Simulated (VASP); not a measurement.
# Cu9Re: core-level shifts, part 3 of 4

Aim: how the core levels of Cu9Re differ from atom to atom, with and without the screening of the hole.

VASP 6.6.1, plane waves and PAW; the level of theory is named at each step.

So far. Step 2 (Relaxation): The forces on the free atoms are under 0.05 eV/Å, while the fixed ones keep up to 0.19 eV/Å.

**4. Core hole, atom Cu5**

This step: final-state core hole with the electron kept at the Fermi level, PBEsol; plane waves and PAW (Cu, Re, Cu) (VASP 6.6.1).

System of this step: Cu9Re. The cell holds 20 atoms: 18 Cu and 2 Re. Cell: a = 5.134 Å, b = 5.134 Å, c = 22.383 Å, α = 90.0°, β = 90.0°, γ = 60.0°. It derives from Cu. Re replaces host atoms (quarter in the top layer, both faces). Vacuum lies along c.

A core electron of Cu5 (2p) is moved to the Fermi level; this atom comes first in POSCAR as a species of its own.

The input, INCAR:

```
SYSTEM = Cu9Re
PREC = Normal
ENCUT = 330
EDIFF = 1E-05
NELM = 120
ISMEAR = 0
SIGMA = 0.1
LREAL = Auto
ALGO = Fast
GGA = PS
NBANDS = 131
LASPH = .TRUE.
LWAVE = .FALSE.
LCHARG = .FALSE.
KPAR = 2
NCORE = 4
ICORELEVEL = 2
CLNT = 1
CLN = 2
CLL = 1
CLZ = 1
ISIF = 0
```

The input, POSCAR:

```
Cu9Re
1.0
    5.1335952314      0.0000000000      0.0000000000
    2.5667976157      4.4458238832      0.0000000000
    0.0000000000      0.0000000000     22.3831259086
Cu Re Cu
1 2 17
Direct
    0.5053813603      0.5027088710      0.6859343860
    0.0010135053      0.9979729895      0.6793094478
    0.8323198277      0.3353603435      0.3206905522
    0.5047538544      0.9904922911      0.6853942409
    0.9919097687      0.5027088710      0.6859343860
    0.8335346858      0.3329306274      0.5903663846
    0.3341942281      0.3316115428      0.5939135958
    0.8332004925      0.8294403111      0.5903597730
    0.3373591954      0.8294403111      0.5903597730
    0.1666666670      0.1666666670      0.5000000000
    0.6666666670      0.1666666670      0.5000000000
    0.1666666670      0.6666666670      0.5000000000
    0.6666666670      0.6666666670      0.5000000000
    0.9997986472      0.0004027056      0.4096336154
    0.4991391049      0.0017217902      0.4060864042
    0.0001328405      0.5038930219      0.4096402270
    0.4959741376      0.5038930219      0.4096402270
    0.3285794786      0.3428410419      0.3146057591
    0.8414235643      0.8306244620      0.3140656140
    0.3279519727      0.8306244620      0.3140656140
```

The input, KPOINTS:

```
Automatic mesh
0
Gamma
5 5 1
0 0 0
```

The projector-augmented-wave data sets are Cu, Re and Cu (PBE family, release 64).

Command:

```console
mpirun -np 8 vasp_std
```

Output:

```text
[banner, memory and clock lines left out]
running    8 mpi-ranks, on    1 nodes
 distrk:  each k-point on    4 cores,    2 groups
 distr:  one band on    4 cores,    1 groups

 POSCAR found type information on POSCAR CuReCu
 POSCAR found :  3 types and      20 ions
 [... a notice as in an earlier step ...]

 LDA part: xc-table for (Slater+PW92), standard interpolation
 POSCAR, INCAR and KPOINTS ok, starting setup
 FFT: planning ... GRIDC
 FFT: planning ... GRID_SOFT
 FFT: planning ... GRID
 WAVECAR not read
 entering main loop
       N       E                     dE             d eps       ncg     rms          rms(c)
DAV:   1     0.162702619199E+04    0.16270E+04   -0.70186E+04  4220   0.166E+03
DAV:   2    -0.996188587865E+02   -0.17266E+04   -0.16690E+04  5109   0.548E+02
DAV:   3    -0.382509421707E+03   -0.28289E+03   -0.26205E+03  5247   0.241E+02
DAV:   4    -0.405489994249E+03   -0.22981E+02   -0.21388E+02  6684   0.954E+01
DAV:   5    -0.406341281462E+03   -0.85129E+00   -0.83893E+00  6636   0.149E+01    0.507E+01
RMM:   6    -0.416611830297E+03   -0.10271E+02   -0.31128E+02  4806   0.127E+02    0.370E+01
RMM:   7    -0.426960830509E+03   -0.10349E+02   -0.69500E+01  5262   0.762E+01    0.308E+01
RMM:   8    -0.391345627116E+03    0.35615E+02   -0.18905E+01  5173   0.354E+01    0.236E+01
RMM:   9    -0.382380556629E+03    0.89651E+01   -0.13948E+01  5166   0.266E+01    0.105E+01
RMM:  10    -0.380845284337E+03    0.15353E+01   -0.35984E+00  5070   0.137E+01    0.555E+00
RMM:  11    -0.380571867772E+03    0.27342E+00   -0.10267E+00  5300   0.682E+00    0.351E+00
RMM:  12    -0.380498751496E+03    0.73116E-01   -0.58911E-01  5278   0.489E+00    0.289E+00
RMM:  13    -0.380428275464E+03    0.70476E-01   -0.20531E-01  5273   0.258E+00    0.126E+00
RMM:  14    -0.380426760060E+03    0.15154E-02   -0.63582E-02  5269   0.157E+00    0.137E+00
RMM:  15    -0.380417694229E+03    0.90658E-02   -0.23520E-02  5381   0.762E-01    0.946E-01
RMM:  16    -0.380413940311E+03    0.37539E-02   -0.18136E-02  5331   0.798E-01    0.662E-01
RMM:  17    -0.380409980509E+03    0.39598E-02   -0.67854E-03  5269   0.458E-01    0.277E-01
RMM:  18    -0.380409634418E+03    0.34609E-03   -0.26415E-03  5278   0.253E-01    0.122E-01
RMM:  19    -0.380409669580E+03   -0.35162E-04   -0.11325E-03  5104   0.198E-01    0.106E-01
RMM:  20    -0.380409784480E+03   -0.11490E-03   -0.62260E-04  4945   0.132E-01    0.674E-02
RMM:  21    -0.380409928891E+03   -0.14441E-03   -0.24653E-04  4667   0.118E-01    0.439E-02
RMM:  22    -0.380410089312E+03   -0.16042E-03   -0.10545E-04  4227   0.102E-01    0.419E-02
RMM:  23    -0.380410240513E+03   -0.15120E-03   -0.98705E-05  4032   0.118E-01    0.334E-02
RMM:  24    -0.380410416705E+03   -0.17619E-03   -0.94908E-05  3924   0.114E-01    0.528E-02
RMM:  25    -0.380410461867E+03   -0.45162E-04   -0.26282E-05  2673   0.119E-01    0.333E-02
RMM:  26    -0.380410553839E+03   -0.91972E-04   -0.16917E-05  2677   0.116E-01    0.211E-02
RMM:  27    -0.380410602156E+03   -0.48318E-04   -0.15748E-05  2602   0.113E-01    0.116E-02
RMM:  28    -0.380410654507E+03   -0.52351E-04   -0.20241E-05  2613   0.103E-01    0.103E-02
RMM:  29    -0.380410696221E+03   -0.41713E-04   -0.90188E-06  2490   0.879E-02    0.845E-03
RMM:  30    -0.380410732608E+03   -0.36388E-04   -0.75595E-06  2445   0.860E-02    0.792E-03
RMM:  31    -0.380410747599E+03   -0.14991E-04   -0.92469E-07  2344   0.833E-02    0.138E-02
RMM:  32    -0.380410759337E+03   -0.11738E-04   -0.93908E-07  2334   0.890E-02    0.982E-03
RMM:  33    -0.380410765645E+03   -0.63080E-05    0.11430E-06  2272   0.928E-02
   1 F= -.38041077E+03 E0= -.38037922E+03  d E =-.630938E-01
```

Elapsed: 3.4 min, on 8 MPI ranks of AMD EPYC 7R43, shared host; peak memory 1.3 GiB.

From OUTCAR (step 4):

```text
 Subroutine GETGRP returns: Found  1 space group operations
 (whereof  1 operations were pure point group operations)

The static configuration has the point symmetry C_1 .

 Found     13 irreducible k-points:

   k-points           NKPTS =     13   k-points in BZ     NKDIM =     13   number of bands    NBANDS=    131

   NELECT =     213.0000    total number of electrons

 the core state eigenenergies are
   1-  1s  -8956.4644  2s  -1115.4765  2p   -978.1979  3s   -120.5011  3p    -77.6907

   2-  1s -71628.6811  2s -12411.8728  2p -10828.1704  3s  -2868.6003  3p  -2401.8418
       3d  -1873.5833  4s   -593.4023  4p   -440.3503  4d   -248.5433  4f    -35.6509
       5s    -78.4198  5p    -40.2706
   3-  1s -71628.9771  2s -12412.1661  2p -10828.4645  3s  -2868.8796  3p  -2402.1210
       3d  -1873.8647  4s   -593.6607  4p   -440.6065  4d   -248.7973  4f    -35.8976
       5s    -78.6233  5p    -40.4467
   4-  1s  -8848.0544  2s  -1060.3536  2p   -914.8207  3s   -111.7329  3p    -69.0854

   5-  1s  -8848.0417  2s  -1060.3392  2p   -914.8065  3s   -111.7202  3p    -69.0727

   6-  1s  -8848.2331  2s  -1060.5630  2p   -915.0270  3s   -111.9200  3p    -69.2706

   7-  1s  -8847.8951  2s  -1060.1651  2p   -914.6329  3s   -111.6515  3p    -69.0130

   8-  1s  -8848.1941  2s  -1060.5178  2p   -914.9822  3s   -111.8866  3p    -69.2379

   9-  1s  -8848.2365  2s  -1060.5643  2p   -915.0284  3s   -111.9312  3p    -69.2827

  10-  1s  -8847.9053  2s  -1060.1917  2p   -914.6588  3s   -111.6361  3p    -68.9948

  11-  1s  -8847.9072  2s  -1060.1933  2p   -914.6604  3s   -111.6380  3p    -68.9966

  12-  1s  -8848.0446  2s  -1060.3416  2p   -914.8085  3s   -111.7400  3p    -69.0949

  13-  1s  -8848.0279  2s  -1060.3248  2p   -914.7916  3s   -111.7261  3p    -69.0813

  14-  1s  -8848.2150  2s  -1060.5400  2p   -915.0046  3s   -111.8930  3p    -69.2427

  15-  1s  -8847.7659  2s  -1060.0320  2p   -914.5000  3s   -111.5293  3p    -68.8916

  16-  1s  -8848.2046  2s  -1060.5271  2p   -914.9917  3s   -111.8940  3p    -69.2451

  17-  1s  -8848.2054  2s  -1060.5279  2p   -914.9926  3s   -111.8942  3p    -69.2453

  18-  1s  -8848.0611  2s  -1060.3504  2p   -914.8187  3s   -111.7145  3p    -69.0646

  19-  1s  -8848.0546  2s  -1060.3413  2p   -914.8098  3s   -111.7104  3p    -69.0609

  20-  1s  -8848.0534  2s  -1060.3405  2p   -914.8090  3s   -111.7082  3p    -69.0585

 E-fermi :   0.9939

 k-point     1 :       0.0000    0.0000    0.0000
  band No.  band energies     occupation
    ...
    100       0.6437      2.00000
    101       0.7107      1.99994
    102       0.7602      1.99905
    103       0.8968      1.83032
    104       1.0280      0.62940
    105       1.0995      0.13522
    106       1.1480      0.02925
    107       1.1806      0.00828
    108       1.3026      0.00001
    109       1.4117      0.00000
    ...

 k-point     2 :       0.2000    0.0000    0.0000
  band No.  band energies     occupation
    ...
    102       0.4735      2.00000
    103       0.6028      2.00000
    104       0.7750      1.99803
    105       0.8848      1.87717
    106       0.9864      1.08400
    107       1.0914      0.16768
    108       1.2752      0.00007
    109       1.3521      0.00000
    110       1.4418      0.00000
    111       1.6955      0.00000
    ...

 POSITION                                       TOTAL-FORCE (eV/Angst)
 -----------------------------------------------------------------------------------
      3.88478      2.23496     15.35336        -0.195657     -0.112911      0.588333
      2.56680      4.43681     15.20507         0.076939      0.016453      0.220591
      5.13360      1.49095      7.17806         0.009372     -0.002073     -0.199014
      5.13360      4.40355     15.34127         0.025875      0.082959     -0.123905
      6.38242      2.23496     15.35336         0.089422     -0.035858     -0.161533
      5.13360      1.48015     13.21425         0.088080     -0.059804     -0.197958
      2.56680      1.47429     13.29364        -0.085141     -0.049969     -0.175761
      6.40632      3.68755     13.21410         0.005906      0.001992      0.017797
      3.86087      3.68755     13.21410        -0.000026      0.094369     -0.216779
      1.28340      0.74097     11.19156         0.192908     -0.006054     -0.031644
      3.85020      0.74097     11.19156        -0.197383     -0.004554      0.003593
      2.56680      2.96388     11.19156         0.003072     -0.105919      0.116755
      5.13360      2.96388     11.19156        -0.001641      0.109138     -0.118798
      5.13360      0.00179      9.16888         0.000470     -0.001190      0.012373
      2.56680      0.00765      9.08948         0.001064      0.002567      0.002033
      1.29407      2.24022      9.16903         0.004809      0.013465      0.008386
      3.83952      2.24022      9.16903        -0.003562      0.016271     -0.002952
      2.56680      1.52421      7.04186        -0.003235     -0.026532      0.070976
      6.45157      3.69281      7.02977        -0.058236      0.040577      0.082593
      3.81562      3.69281      7.02977         0.046966      0.027072      0.104914
 -----------------------------------------------------------------------------------
    total drift:                               -0.001280      0.000177      0.001312

  FREE ENERGIE OF THE ION-ELECTRON SYSTEM (eV)
  ---------------------------------------------------
  free  energy   TOTEN  =      -380.4107656452 eV

  energy  without entropy=     -380.3476718063  energy(sigma->0) =     -380.37921873

[... 4 parts as in an earlier step ...]

[... 6 further parts left out ...]
```

This run has no spin polarisation.

Numbers from this step:

```yaml
free_energy_toten: -380.4108 eV
energy_at_zero_smearing: -380.3792 eV
fermi_energy: 0.9939 eV
```

This is the reference for holes on Cu.

**5. Core hole, one more run**

This run repeats the step with a slip in the input.

INCAR, as its differences from that of step 4:

```diff
@@ -4,3 +4,3 @@
 EDIFF = 1E-05
-NELM = 120
+NELM = 60
 ISMEAR = 0
@@ -17,3 +17,3 @@
 ICORELEVEL = 2
-CLNT = 1
+CLNT = 2
 CLN = 2
```

POSCAR is that of step 4.

KPOINTS is that of step 4.

Command:

```console
mpirun -np 8 vasp_std
```

Output:

```text
[... set-up lines as in an earlier step ...]
 entering main loop
       N       E                     dE             d eps       ncg     rms          rms(c)
DAV:   1     0.257460991609E+04    0.25746E+04   -0.67843E+04  3422   0.164E+03
DAV:   2     0.654360019558E+03   -0.19202E+04   -0.17519E+04  3406   0.478E+02
DAV:   3     0.340919798477E+03   -0.31344E+03   -0.29051E+03  5249   0.287E+02
DAV:   4     0.322793737486E+03   -0.18126E+02   -0.17458E+02  5396   0.839E+01
DAV:   5     0.322308941009E+03   -0.48480E+00   -0.47844E+00  5236   0.109E+01    0.812E+02
RMM:   6     0.291828934820E+03   -0.30480E+02   -0.56980E+02  4747   0.169E+02    0.309E+02
RMM:   7     0.352024285591E+03    0.60195E+02   -0.26701E+02  4932   0.144E+02    0.412E+02
RMM:   8     0.367173680370E+03    0.15149E+02   -0.62435E+01  5090   0.575E+01    0.144E+02
RMM:   9     0.391296678748E+03    0.24123E+02   -0.32820E+01  5067   0.468E+01    0.100E+02
RMM:  10     0.395988015267E+03    0.46913E+01   -0.10602E+01  5076   0.199E+01    0.126E+02
RMM:  11     0.397013499846E+03    0.10255E+01   -0.35241E+00  5200   0.993E+00    0.929E+01
RMM:  12     0.397188220532E+03    0.17472E+00   -0.77813E-01  5372   0.304E+00    0.813E+01
RMM:  13     0.397528199612E+03    0.33998E+00   -0.52289E-01  5032   0.422E+00    0.493E+01
RMM:  14     0.397753656875E+03    0.22546E+00   -0.14273E+00  5845   0.637E+00    0.133E+01
RMM:  15     0.397708491675E+03   -0.45165E-01   -0.62648E-01  5298   0.459E+00    0.231E+01
RMM:  16     0.397949005483E+03    0.24051E+00   -0.27194E-01  4927   0.364E+00    0.969E+00
RMM:  17     0.397931124763E+03   -0.17881E-01   -0.76628E-02  5267   0.178E+00    0.139E+01
RMM:  18     0.397930413143E+03   -0.71162E-03   -0.32232E-02  5229   0.105E+00    0.136E+01
RMM:  19     0.397951607773E+03    0.21195E-01   -0.35020E-02  4854   0.129E+00    0.864E+00
RMM:  20     0.397968704089E+03    0.17096E-01   -0.15042E-02  5100   0.958E-01    0.235E+00
RMM:  21     0.397969729821E+03    0.10257E-02   -0.94886E-03  4468   0.608E-01    0.495E-01
RMM:  22     0.397970001977E+03    0.27216E-03   -0.18942E-03  5137   0.319E-01    0.648E-01
RMM:  23     0.397970219060E+03    0.21708E-03   -0.90895E-04  5040   0.162E-01    0.345E-01
RMM:  24     0.397969959317E+03   -0.25974E-03   -0.10633E-03  4953   0.189E-01    0.871E-01
RMM:  25     0.397969720472E+03   -0.23885E-03   -0.36566E-04  4913   0.108E-01    0.845E-01
RMM:  26     0.397969187255E+03   -0.53322E-03   -0.91557E-04  5341   0.208E-01    0.204E-01
RMM:  27     0.397968994077E+03   -0.19318E-03   -0.14482E-04  4483   0.765E-02    0.146E-01
RMM:  28     0.397968702832E+03   -0.29125E-03   -0.10879E-04  4161   0.884E-02    0.153E-01
RMM:  29     0.397968334434E+03   -0.36840E-03   -0.84944E-05  3576   0.690E-02    0.224E-01
RMM:  30     0.397968159361E+03   -0.17507E-03   -0.32390E-05  2757   0.735E-02    0.295E-02
RMM:  31     0.397968031728E+03   -0.12763E-03   -0.16412E-05  2376   0.685E-02    0.466E-02
RMM:  32     0.397967906906E+03   -0.12482E-03   -0.97842E-06  2378   0.520E-02    0.211E-02
RMM:  33     0.397967763249E+03   -0.14366E-03   -0.11857E-05  2486   0.414E-02    0.541E-02
RMM:  34     0.397967730157E+03   -0.33092E-04   -0.73435E-06  2299   0.337E-02    0.195E-02
RMM:  35     0.397967714017E+03   -0.16140E-04   -0.49964E-06  2183   0.267E-02    0.447E-02
RMM:  36     0.397967704103E+03   -0.99131E-05   -0.39295E-06  2174   0.233E-02
   1 F= 0.39796770E+03 E0= 0.39799765E+03  d E =-.598938E-01
```

Run time: 3.6 min. Hardware: 8 MPI ranks; peak memory 1.3 GiB; 28 min of CPU time.

From OUTCAR (step 5):

```text
   NELECT =     214.0000    total number of electrons

 the core state eigenenergies are
   1-  1s  -8847.9615  2s  -1060.2220  2p   -914.6917  3s   -111.6730  3p    -69.0302

   2-  1s -72079.4626  2s -12705.4740  2p -11142.0059  3s  -2995.7857  3p  -2530.3326
       3d  -2012.7482  4s   -638.5632  4p   -482.3135  4d   -286.9888  4f    -63.2497
       5s    -85.3935  5p    -44.7352
   3-  1s -72079.4629  2s -12705.4743  2p -11142.0062  3s  -2995.7859  3p  -2530.3329
       3d  -2012.7485  4s   -638.5634  4p   -482.3137  4d   -286.9890  4f    -63.2499
       5s    -85.3936  5p    -44.7352
   4-  1s  -8847.9898  2s  -1060.2522  2p   -914.7219  3s   -111.6971  3p    -69.0539

   5-  1s  -8847.9615  2s  -1060.2220  2p   -914.6917  3s   -111.6730  3p    -69.0302

   6-  1s  -8848.3308  2s  -1060.6388  2p   -915.1044  3s   -112.0298  3p    -69.3825

   7-  1s  -8848.0716  2s  -1060.3352  2p   -914.8035  3s   -111.8315  3p    -69.1938

   8-  1s  -8848.3254  2s  -1060.6321  2p   -915.0977  3s   -112.0322  3p    -69.3859

   9-  1s  -8848.3254  2s  -1060.6321  2p   -915.0977  3s   -112.0322  3p    -69.3858

  10-  1s  -8848.2531  2s  -1060.5374  2p   -915.0047  3s   -111.9825  3p    -69.3411

  11-  1s  -8848.2531  2s  -1060.5374  2p   -915.0047  3s   -111.9825  3p    -69.3411

  12-  1s  -8848.3828  2s  -1060.6777  2p   -915.1447  3s   -112.0780  3p    -69.4327

  13-  1s  -8848.3826  2s  -1060.6775  2p   -915.1445  3s   -112.0779  3p    -69.4326

  14-  1s  -8848.3310  2s  -1060.6390  2p   -915.1046  3s   -112.0299  3p    -69.3826

  15-  1s  -8848.0715  2s  -1060.3350  2p   -914.8034  3s   -111.8314  3p    -69.1938

  16-  1s  -8848.3255  2s  -1060.6322  2p   -915.0978  3s   -112.0323  3p    -69.3859

  17-  1s  -8848.3256  2s  -1060.6323  2p   -915.0979  3s   -112.0323  3p    -69.3859

  18-  1s  -8847.9902  2s  -1060.2526  2p   -914.7222  3s   -111.6974  3p    -69.0542

  19-  1s  -8847.9617  2s  -1060.2222  2p   -914.6920  3s   -111.6732  3p    -69.0305

  20-  1s  -8847.9618  2s  -1060.2223  2p   -914.6920  3s   -111.6732  3p    -69.0305

 E-fermi :   0.6976

 k-point     1 :       0.0000    0.0000    0.0000
  band No.  band energies     occupation
    ...
    102       0.6243      1.70038
    103       0.6448      1.54494
    104       0.6502      1.49744
    105       0.6515      1.48639
    106       0.7233      0.71638
    107       0.9519      0.00032
    108       0.9891      0.00004
    109       1.0132      0.00001
    110       1.5107      0.00000
    111       1.5775      0.00000
    ...

 POSITION                                       TOTAL-FORCE (eV/Angst)
 -----------------------------------------------------------------------------------
      3.88478      2.23496     15.35336        -0.127484     -0.084200     -0.172841
      2.56680      4.43681     15.20507         0.000022      0.005341     -0.362943
      5.13360      1.49095      7.17806        -0.000003     -0.005293      0.362832
      5.13360      4.40355     15.34127         0.000307      0.124765     -0.117060
      6.38242      2.23496     15.35336         0.127348     -0.083917     -0.173117
      5.13360      1.48015     13.21425        -0.000072     -0.092794      0.182598
      2.56680      1.47429     13.29364         0.000085      0.005987      0.012570
      6.40632      3.68755     13.21410         0.104371      0.057002      0.205904
      3.86087      3.68755     13.21410        -0.104235      0.056907      0.206070
      1.28340      0.74097     11.19156         0.183968     -0.000006      0.000040
      3.85020      0.74097     11.19156        -0.183981      0.000023      0.000026
      2.56680      2.96388     11.19156        -0.000003     -0.103297      0.062759
      5.13360      2.96388     11.19156        -0.000005      0.103272     -0.062676
      5.13360      0.00179      9.16888         0.000079      0.092943     -0.182566
      2.56680      0.00765      9.08948        -0.000076     -0.005965     -0.012416
      1.29407      2.24022      9.16903        -0.104494     -0.057088     -0.205851
      3.83952      2.24022      9.16903         0.104358     -0.056996     -0.206007
      2.56680      1.52421      7.04186        -0.000314     -0.124809      0.116976
      6.45157      3.69281      7.02977        -0.127382      0.083925      0.172983
      3.81562      3.69281      7.02977         0.127512      0.084200      0.172719
 -----------------------------------------------------------------------------------
    total drift:                                0.000022     -0.000016      0.001204

  FREE ENERGIE OF THE ION-ELECTRON SYSTEM (eV)
  ---------------------------------------------------
  free  energy   TOTEN  =       397.9677041035 eV

  energy  without entropy=      398.0275978899  energy(sigma->0) =      397.99765100

[... 8 parts as in an earlier step ...]

[... 7 further parts left out ...]
```

The run ended without an error. It holds 214 electrons, against 213 in the first hole run. The slip: CLNT naming another species than the marked atom; the marked atom keeps its electron, and any hole goes to all atoms of the species named. It isn't used below.

(Continued in part 4 of 4.)

[Lines on the potential files, build, host, timing and source positions are cut from VASP's logs without a mark.]

[Logs are printed without paths, hosts, clocks, repeated set-up lines and the standing remarks that a program may print on its own settings, such as how far it seeks lower states.]

[Hosts, paths, dates, database ids (printed as entryN), source tags and the programs' standing remarks are cut or masked in the printed files.]
